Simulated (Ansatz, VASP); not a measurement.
B3C: VASP beside Ansatz

Contents of INCAR:

```
SYSTEM = B3C
ALGO = Normal
EDIFF = 1E-6
EDIFFG = -0.04
ENCUT = 600
GGA = PE
IBRION = 2
ISIF = 3
ISMEAR = 0
LASPH = .True.
LCHARG = .False.
LREAL = .False.
LWAVE = .False.
NELM = 60
NSW = 90
PREC = Accurate
SIGMA = 0.1
```

KPOINTS

```
k-points
0
Gamma
  12 12 2
  0 0 0
```

POSCAR

```
B3C
1.0
    2.4103921000      0.0000000000      0.0000000000
   -1.2051960500      2.0874607900      0.0000000000
    0.0000000000      0.0000000000      7.5087784500
B C
3 1
Direct
    0.0000000000      0.0000000000      0.0000000000
    0.6666666700      0.3333333300      0.7616215300
    0.6666666700      0.3333333300      0.2383784700
    0.0000000000      0.0000000000      0.5000000000
```

Input for Ansatz:

```yaml
crystal:
  lattice:
    - [2.4103921, 0.0, 0.0]
    - [-1.20519605, 2.08746079, 0.0]
    - [0.0, 0.0, 7.50877845]
  atoms:
    - { symbol: B, position: [0.0, 0.0, 0.0] }
    - { symbol: B, position: [0.66666667, 0.33333333, 0.76162153] }
    - { symbol: B, position: [0.66666667, 0.33333333, 0.23837847] }
    - { symbol: C, position: [0.0, 0.0, 0.5] }
basis:
  ecutwfc: 420
kpoints:
  mp_grid: { grid: [12, 12, 2] }
hamiltonian:
  xc: pbe
scf:
  occupations: { method: gaussian, width: 0.1 }
  lower_state_search: "off"
output:
  forces: true
  stress: true
  eigenvalues: true
relax:
  adjacent_minimum: "off"
  f_tol: 0.04
  max_steps: 70
  cell: { stress_tol: 0.4 }
```

Change from the starting cell: species swapped into the Co3Ir type (P-6m2, No. 187).

Alike in both runs: task relaxation of cell and atoms; functional PBE; k mesh 12 × 12 × 2; occupations gaussian, width 0.1 eV; no spin polarisation.

|  | VASP | Ansatz |
| --- | --- | --- |
| version | VASP 6.6.1 | Ansatz 0.2.0 |
| potentials or method | VASP PAW PBE potentials, release 64 (B, C) | scalar-relativistic, plane waves, PAW |
| plane-wave cutoff (eV) | 600 | 420 |
| valence electrons in the cell | 13 | 13 |

|  | VASP | Ansatz | Ansatz less VASP |
| --- | --- | --- | --- |
| gap on the k mesh at the Fermi level, each at its own relaxed structure (eV) | none | none | - |
| relaxed volume (Å³/atom) | 6.61 | 6.72 | +0.108 |
| relaxed cell length with the largest relative difference (Å) | 3.732 | 4.707 | +0.9744 |
| energy change over the relaxation (meV/atom) | -1499 | -1448 | +50.4 |

A gap of «none» marks a metal or a gap that the smearing closes. One of these differences is far larger than is usual between the two programs; its cause wasn't traced.

Caveats: the k mesh is coarse (spacing up to 0.42 Å⁻¹), so the values aren't converged; the volume moved by over 15 % at a fixed basis, so the end points are rough (VASP).
